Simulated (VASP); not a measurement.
The system is InSb.

```
In Sb
1.0
     0.00000    3.31661    3.31661
     3.31661    0.00000    3.31661
     3.31661    3.31661    0.00000
In Sb
1 1
Direct
  0.00000 0.00000 0.00000
  0.75000 0.75000 0.75000
```

The cell is a database's computed one.

```yaml
Program: VASP 6.6.1
Task: relaxation of cell and atoms
Functional: PBEsol
Potentials_or_basis: VASP PAW PBE potentials, release 64 (In, Sb)
Cutoff: 580 eV
k_mesh: 12 × 12 × 12
Occupations: gaussian, width 0.1 eV
Spin: no spin polarisation
```

At the start: pressure -1.6 GPa; volume 36.48 Å³/atom.

**Question.** Where does the relaxation end?

**Answer.** Over 3 steps the energy falls by 7.9 meV/atom and the volume is 34.99 Å³/atom (-4.1 %); space group F-43m (No. 216, to 0.05 Å).

The path:
```csv
step,energy change (eV),largest force (eV/Å),pressure (GPa),volume (Å³)
1,0.0000,0.0000,-1.62,72.96
2,-0.0144,0.0000,0.53,69.14
3,-0.0158,0.0000,0.00,69.97
```

Final structure:
```yaml
crystal:
  lattice:
    - [0.00000, 3.27060, 3.27060]
    - [3.27060, 0.00000, 3.27060]
    - [3.27060, 3.27060, 0.00000]
  atoms:
    - { symbol: In, position: [0.00000, 0.00000, 0.00000] }
    - { symbol: Sb, position: [0.75000, 0.75000, 0.75000] }
```

Caveat: the PAW data sets were made with another functional, which shifts forces and pressure a little.
